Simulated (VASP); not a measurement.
Calculation: PBE GGA, VASP's PBE PAW potentials (set 64) (plane waves; VASP).

VASP input:

KPOINTS:
```
Automatic mesh
0
Gamma
6 6 3
0 0 0
```

### INCAR
```
SYSTEM = Re
PREC = Accurate
ENCUT = 400
EDIFF = 1E-6
NELM = 100
ALGO = Normal
LREAL = .FALSE.
LASPH = .TRUE.
ISMEAR = 1
SIGMA = 0.1
GGA = PE
LMAXMIX = 6
LWAVE = .FALSE.
LCHARG = .FALSE.
ISIF = 2
```

POSCAR:
```
Re
1
    1.3800000000    -2.3902300000     0.0000000000
    1.3800000000     2.3902300000     0.0000000000
    0.0000000000     0.0000000000     4.4600000000
Re
2
Direct
  0.3333330000   0.6666670000   0.2500000000
  0.6666670000   0.3333330000   0.7500000000
```

POTCAR, in this order: Re (PBE.64 set). Program: vasp_std.

Gaps are read on the run's mesh, which can miss a band edge. Unless said otherwise, spin-orbit coupling is left out, though it shifts the bands of the heavy elements here.

### Question
Predict the energy per atom (σ→0), pressure, band gap (on the k-mesh).

### Answer

```json
{
  "energy per atom (σ→0)": "-12.431 eV/atom",
  "band gap (on the k-mesh)": "none (metal, semimetal or under 0.01 eV)",
  "pressure": "5.72 GPa"
}
```

**OSZICAR**
```
...
DAV:   7    -0.248793951859E+02    0.35912E+00   -0.72347E-01   577   0.253E+01    0.724E-01
DAV:   8    -0.248651299310E+02    0.14265E-01   -0.14918E-02   591   0.178E+00    0.280E-01
DAV:   9    -0.248644648946E+02    0.66504E-03   -0.49656E-04   602   0.240E-01    0.365E-02
DAV:  10    -0.248644800538E+02   -0.15159E-04   -0.47881E-05   538   0.732E-02    0.414E-03
DAV:  11    -0.248644789777E+02    0.10761E-05   -0.40760E-07   319   0.101E-02    0.299E-03
DAV:  12    -0.248644776955E+02    0.12822E-05   -0.15869E-07   271   0.155E-02    0.433E-03
DAV:  13    -0.248644776500E+02    0.45527E-07   -0.87356E-08   235   0.141E-02
   1 F= -.24864478E+02 E0= -.24861966E+02  d E =-.753490E-02
```

The compound is Re in the hcp structure. The cell was not relaxed at this level. The k-mesh is coarse (spacing up to 0.47 per Å, 2π included), so the numbers may not be converged in it. The run is one of a series of settings (KPOINTS 6×6×3 Γ-centred mesh against the base run), some of them coarse on purpose.
